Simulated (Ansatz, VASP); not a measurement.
# Two plane-wave programs on ScRu3

The input INCAR:

```
PREC = Accurate
ENCUT = 520
EDIFF = 1E-7
ISMEAR = -1
SIGMA = 0.05
LREAL = False
LASPH = True
NELM = 60
ALGO = Fast
ISIF = 2
LWAVE = False
LCHARG = False
GGA = PE
NBANDS = 34
```

KPOINTS

```
Automatic mesh
0
Gamma
  7 7 7
```

POSCAR

```
ScRu3
1.0
    3.9384370000      0.0000000000      0.0000000000
    0.0000000000      3.9384370000      0.0000000000
    0.0000000000      0.0000000000      3.9384370000
Ru Sc
3 1
Direct
    0.5000000000      0.5000000000      0.0000000000
    0.5000000000      0.0000000000      0.5000000000
    0.0000000000      0.5000000000      0.5000000000
    0.0000000000      0.0000000000      0.0000000000
```

input.yaml

```yaml
crystal:
  lattice:
    - [3.938437, 0.0, 0.0]
    - [0.0, 3.938437, 0.0]
    - [0.0, 0.0, 3.938437]
  atoms:
    - { symbol: Ru, position: [0.5, 0.5, 0.0] }
    - { symbol: Ru, position: [0.5, 0.0, 0.5] }
    - { symbol: Ru, position: [0.0, 0.5, 0.5] }
    - { symbol: Sc, position: [0.0, 0.0, 0.0] }
hamiltonian:
  xc: pbe
  pseudopotentials: { kind: paw, level: accurate }
kpoints:
  mp_grid: { grid: [7, 7, 7] }
scf:
  occupations: { method: fermi_dirac, width: 0.05 }
output:
  forces: true
  stress: true
  eigenvalues: true
```

The cell comes from a database or a generator and needn't be the stable form of this composition.

Alike in both runs: task single point; functional PBE; k mesh 7 × 7 × 7; occupations fermi-dirac, width 0.05 eV; no spin polarisation.

|  | VASP | Ansatz |
| --- | --- | --- |
| version | VASP 6.6.1 | Ansatz 0.2.0 |
| potentials or method | VASP PAW PBE potentials, release 64 (Ru_pv, Sc_sv) | Ansatz PAW earlier set |
| plane-wave cutoff (eV) | 520 | 920 |
| valence electrons in the cell | 53 | 59 |

Ansatz gave:

| Item | Value |
| --- | --- |
| gap on the k mesh at the Fermi level (eV) | none |
| pressure (GPa) | -1.7 |

Task: Estimate VASP's values.

Result: gap on the k mesh at the Fermi level (eV): none; pressure (GPa): -1.5.

A gap of «none» marks a metal or a gap that the smearing closes. With one functional, cell and mesh, what is left measures potentials, basis and numerics. The two sets of potentials don't hold the same shells in valence.
